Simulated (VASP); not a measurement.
## W3N4: single point with PBEsol

W3N4:

```
N W
1.0
     4.17120    0.00000    0.00000
     0.00000    4.17120    0.00000
     0.00000    0.00000    4.17120
N W
4 3
Direct
  0.51896 0.52071 0.48447
  0.50504 0.99302 0.98520
  0.98484 0.48057 0.98764
  0.98797 0.98266 0.50793
  0.49999 0.49973 0.00322
  0.00010 0.49712 0.50037
  0.50015 0.00491 0.49905
```

```yaml
Program: VASP 6.6.1
Task: single point
Functional: PBEsol
Potentials_or_basis: VASP PAW PBE potentials, release 64 (N, W_sv)
Cutoff: 520 eV
k_mesh: 4 × 4 × 4
Occupations: fermi-dirac, width 0.05 eV
Spin: no spin polarisation
```

```yaml
Pressure: 7.0 GPa
Largest_force: 2.897 eV/Å
Band_gap_on_the_k_mesh: none (metal or under the smearing width)
```

Forces on the atoms (eV/Å):
```
N   -0.270  0.078  0.934
N   -0.313 -0.090  0.589
N    0.608  0.511  0.533
N    0.407  0.325 -0.501
W   -1.467 -1.449 -0.560
W    2.208 -1.821 -0.452
W   -1.173  2.446 -0.543
```

Stress tensor (GPa, compression positive):
```
 6.88 -0.64  0.15
-0.64  9.68  0.43
 0.15  0.43  4.56
```

Levels at points of the mesh, in eV from the Fermi level:
| k point | band 28 | band 29 | band 30 | band 31 | band 32 | band 33 | band 34 | band 35 |
| --- | --- | --- | --- | --- | --- | --- | --- | --- |
| (0.00, 0.00, 0.00) | -3.40 | -2.42 | -2.33 | -2.32 | -0.88 | -0.83 | -0.71 | -0.22 |
| (0.50, 0.00, 0.00) | -3.55 | -3.48 | -1.82 | -0.67 | -0.41 | 0.07 | 0.34 | 0.67 |
| (0.00, 0.50, 0.00) | -3.58 | -3.43 | -1.81 | -0.75 | -0.50 | 0.07 | 0.47 | 0.82 |
| (0.00, 0.00, 0.50) | -3.54 | -3.43 | -1.83 | -0.65 | -0.13 | 0.11 | 0.19 | 0.61 |
| (0.50, 0.50, 0.00) | -1.69 | -0.68 | -0.44 | 0.21 | 0.43 | 0.83 | 1.16 | 1.29 |
| (0.00, 0.50, 0.50) | -1.66 | -0.76 | -0.25 | 0.10 | 0.55 | 0.82 | 1.25 | 1.33 |
| (0.50, 0.00, 0.50) | -1.62 | -0.72 | -0.15 | 0.24 | 0.45 | 0.56 | 1.24 | 1.30 |
| (0.50, 0.50, 0.50) | -2.95 | 1.03 | 1.07 | 1.08 | 1.55 | 1.59 | 1.66 | 2.52 |

Run time: 40 s on 1 thread of Intel(R) Xeon(R) 6975P-C (Granite Rapids) (shared host), peak memory 0.22 GiB.

Caveat: the k mesh is coarse (spacing up to 0.38 Å⁻¹), so the values aren't converged; the PAW data sets were made with another functional, which shifts forces and pressure a little. The run has no spin-orbit coupling, so splittings on W are missing.
